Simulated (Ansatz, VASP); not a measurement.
# K2Li3Br5 in two plane-wave programs, part 2 of 2

One calculation is typed for both programs; each brings its own data sets. How far apart do they land? The structure shown is frame 46 of Ansatz's trajectory.

VASP 6.6.1 and Ansatz 0.2.0.

So far: The starting structure; Ansatz: dynamics, RPBE.

### 3. VASP: single point, RPBE

Level of this step: RPBE; plane waves and PAW (Li_sv, K_sv, Br) (VASP).

The same cell, functional and mesh now go to VASP, with its own data sets.

Lines of VASP's logs that name or quote its potential files are left out, and so is its time.

Contents of INCAR:

```
SYSTEM = K2Li3Br5
PREC = Accurate
ENCUT = 650
EDIFF = 1E-06
NELM = 120
ISMEAR = 0
SIGMA = 0.01
LREAL = Auto
ALGO = Normal
GGA = RP
NBANDS = 272
LORBIT = 11
LWAVE = .FALSE.
LCHARG = .FALSE.
ISIF = 2
LASPH = .TRUE.
GGA_COMPAT = .FALSE.
EFERMI = MIDGAP
NCORE = 2
```

Contents of POSCAR:

```
K2Li3Br5
1.0
   13.5994000000      0.0000000000      0.0000000000
    0.0000000000     13.5994000000      0.0000000000
    0.0000000000      0.0000000000     13.5994000000
Li K Br
21 14 35
Direct
    0.8562583643      0.5283321323      0.0902098622
    0.7204803153      0.1266452932      0.8529346883
    0.6804491375      0.9557406944      0.2543421033
    0.4272026707      0.8930688119      0.1885156698
    0.7348118299      0.2670853126      0.0347735930
    0.4953895025      0.6214024148      0.4809329823
    0.1577275468      0.2742915129      0.5212068179
    0.9707119432      0.1565363178      0.9065252879
    0.3139109078      0.4013338824      0.3000279424
    0.2904025178      0.5208023883      0.6697354295
    0.3243304852      0.7006559113      0.3481330059
    0.6853537656      0.7357530479      0.0726502640
    0.7913069694      0.2671367854      0.5935114784
    0.9091136374      0.1305792903      0.2452902334
    0.0677456358      0.3988190655      0.1594702707
    0.4526670294      0.9097533715      0.9576672500
    0.8675529803      0.8960101181      0.9965439652
    0.5200302955      0.1612424078      0.0968351545
    0.0311337265      0.5105372296      0.4643660750
    0.1910010736      0.0400605909      0.7582246276
    0.1183508096      0.7858729062      0.5867538274
    0.5407885642      0.9937938438      0.5379060841
    0.5898274924      0.3572363487      0.3588908334
    0.3166316161      0.2753062635      0.0041987146
    0.9462035090      0.4608659206      0.7717325764
    0.1578010795      0.9566892657      0.0242878362
    0.9128123300      0.0186920011      0.6034898598
    0.4706825301      0.5321190641      0.0581569775
    0.5210891657      0.3120284718      0.7062370399
    0.2639748812      0.0440019413      0.3376104828
    0.1364913158      0.6397782255      0.9765430828
    0.8085283174      0.7342897481      0.7430474874
    0.4543582805      0.7679603512      0.7282085974
    0.7537906084      0.6041737135      0.4161948321
    0.9587261203      0.7989764254      0.2898069032
    0.4820065591      0.7749900731      0.0692604085
    0.2228407136      0.8187493566      0.2479521155
    0.4704986985      0.5786725885      0.3032045531
    0.0862464520      0.2429077753      0.2953659720
    0.7342456285      0.4209229819      0.1581834493
    0.9832786741      0.5586055267      0.2991381973
    0.3860464432      0.2372457608      0.2461726253
    0.0956145124      0.9419753813      0.5007500331
    0.9394899775      0.0473844434      0.0781652132
    0.5879303499      0.7705854670      0.5717163993
    0.4917349295      0.9243863700      0.3465961734
    0.6831183729      0.5997396944      0.9513066753
    0.9940217951      0.2430107211      0.6206450285
    0.9541229760      0.9734841243      0.8066311749
    0.3061311528      0.1903833993      0.5659367325
    0.3006162037      0.9126432048      0.8247790344
    0.6869641308      0.1145859376      0.1659411445
    0.3915687457      0.0320602380      0.0820256776
    0.3602511876      0.4861317411      0.8308234187
    0.8199773519      0.0395458623      0.3898333750
    0.8595820404      0.4420709737      0.5406929717
    0.6460358545      0.9519243496      0.8527876230
    0.7093989441      0.7897921967      0.2349883083
    0.2392752621      0.4838228157      0.1469623660
    0.8201611836      0.2635557451      0.8288012706
    0.5717972852      0.2353853846      0.9590423107
    0.6782799241      0.1267923585      0.6283144845
    0.5096916040      0.4612924100      0.5466711767
    0.1089018633      0.6258290807      0.7610482815
    0.9416003647      0.7117372825      0.5597011633
    0.1505213465      0.1701104460      0.8996573378
    0.9955218613      0.4148418313      0.9792417313
    0.9015912467      0.7372163478      0.0510022501
    0.2032810271      0.4378943189      0.4895436563
    0.3030501346      0.7058546701      0.5452887627
```

Contents of KPOINTS:

```
Automatic mesh
0
Gamma
1 1 1
0 0 0
```

The projector-augmented-wave data sets are Li_sv, K_sv and Br (PBE family, release 64).

Command:

```
$ mpirun -np 8 vasp_gam
```

Numbers of over 12 decimals in the logs are rounded to 6 here.

What it wrote:

```text
[banner, memory and clock lines left out]
running    8 mpi-ranks, on    1 nodes
[...]
|                                                                             |
|               ----> ADVICE to this user running VASP <----                  |
|                                                                             |
|     You enforced a specific xc type in the INCAR file but a different       |
|     [... a line on the potential file left out ...]
|     I HOPE YOU KNOW WHAT YOU ARE DOING!                                     |
|                                                                             |

 LDA part: xc-table for (Slater+PW92), standard interpolation
 POSCAR, INCAR and KPOINTS ok, starting setup
[...]
entering main loop
       N       E                     dE             d eps       ncg     rms          rms(c)
DAV:   1     0.515075431547E+04    0.51508E+04   -0.22228E+05   544   0.175E+03
DAV:   2     0.515061756604E+03   -0.46357E+04   -0.44478E+04   720   0.414E+02
DAV:   3    -0.157299516769E+03   -0.67236E+03   -0.66928E+03   712   0.141E+02
DAV:   4    -0.202043801093E+03   -0.44744E+02   -0.44520E+02   784   0.401E+01
[...]
DAV:  16    -0.205917873419E+03   -0.95633E-05   -0.11230E-04   784   0.190E-02    0.154E-02
DAV:  17    -0.205917876470E+03   -0.30508E-05   -0.28906E-05   776   0.948E-03    0.727E-03
DAV:  18    -0.205917875983E+03    0.48742E-06   -0.78348E-06   576   0.686E-03
   1 F= -.20591788E+03 E0= -.20591788E+03  d E =0.000000E+00
```

Parts of OUTCAR (step 3):

```text
 POSITION                                       TOTAL-FORCE (eV/Angst)
 -----------------------------------------------------------------------------------
     11.64460      7.18500      1.22680         0.121855      0.093949     -0.292356
      9.79810      1.72230     11.59940        -0.584369     -0.619871     -0.282631
      9.25370     12.99750      3.45890        -0.061095      0.599740      0.515982
      5.80970     12.14520      2.56370        -0.191555     -0.199316      0.121675
      9.99300      3.63220      0.47290        -0.011281      0.259335      0.254149
      6.73700      8.45070      6.54040        -0.252459      0.455860      0.167971
      2.14500      3.73020      7.08810        -0.493772     -0.401678      0.079943
     13.20110      2.12880     12.32820        -0.087014     -0.137197     -0.201168
      4.26900      5.45790      4.08020        -0.298129      0.005077      0.079843
      3.94930      7.08260      9.10800        -0.407339      0.155469     -0.332247
      4.41070      9.52850      4.73440        -0.071807      0.062000      0.101467
      9.32040     10.00580      0.98800        -0.193961     -0.211571     -0.356636
     10.76130      3.63290      8.07140         0.780194      0.054035      0.089798
     12.36340      1.77580      3.33580         0.071248     -0.042562      0.393802
[...]
-----------------------------------------------------------------------------------
    total drift:                               -0.002038      0.019796      0.018042

  FREE ENERGIE OF THE ION-ELECTRON SYSTEM (eV)
  ---------------------------------------------------
  free  energy   TOTEN  =      -205.9178759826 eV

  energy  without entropy=     -205.9178759826  energy(sigma->0) =     -205.91787598

[... 1 further part left out ...]
```

The run ends at a pressure of 0.45 GPa, with forces up to 1.4 eV/Å.

### 4. Comparison

Known differences besides the potentials themselves: fixed occupations in Ansatz, narrow Gaussian smearing in VASP; the cutoff is 420 eV in Ansatz and 650 eV in VASP (PREC = Accurate, projectors in real space); Ansatz makes its cores anew for this functional, VASP keeps those of its PBE data sets. Total energies have different zeros and are not compared.

Forces on 8 of the 70 atoms, those with the largest forces and the largest differences (eV/Å; atoms numbered as in POSCAR):

```csv
atom,"Ansatz x, y, z","VASP x, y, z"
Li18,"-0.014, -0.513, 1.040","-0.017, -0.523, 1.055"
K33,"-0.580, -0.293, 0.803","-0.588, -0.296, 0.820"
Br45,"0.976, -0.564, -0.712","0.988, -0.571, -0.730"
Br46,"-0.175, -0.026, -0.640","-0.174, -0.031, -0.658"
Br49,"0.165, -0.366, 1.088","0.169, -0.365, 1.105"
Br61,"-0.140, 0.622, -1.063","-0.127, 0.626, -1.072"
Br62,"0.341, 0.961, 0.304","0.353, 0.971, 0.311"
Br67,"0.040, 0.260, 1.207","0.040, 0.257, 1.223"
```

The forces differ by 5.3 meV/Å r.m.s., which is 1.6 % of the r.m.s. force of 0.344 eV/Å (both taken over all components).

### 5. Results

```
r.m.s. force difference (single point, RPBE) : 1.6 % of the r.m.s. force
```

**Reading.** The r.m.s. force difference is 1.6 % of the r.m.s. force (single point, RPBE), within the 3 % picked in this series as the mark of a large difference. 2 further runs of this series are not shown here. Such differences can come from data sets, numerical settings and the points named under the comparisons, not from the functional's error against experiment.

[Lines on the potential files, build, host, timing and source positions are cut from VASP's logs without a mark.]

[Logs are printed without paths, hosts, clocks, repeated set-up lines and the standing remarks that a program may print on its own settings, such as how far it seeks lower states.]

[Hosts, paths, dates, database ids (printed as entryN), source tags and the programs' standing remarks are cut or masked in the printed files.]
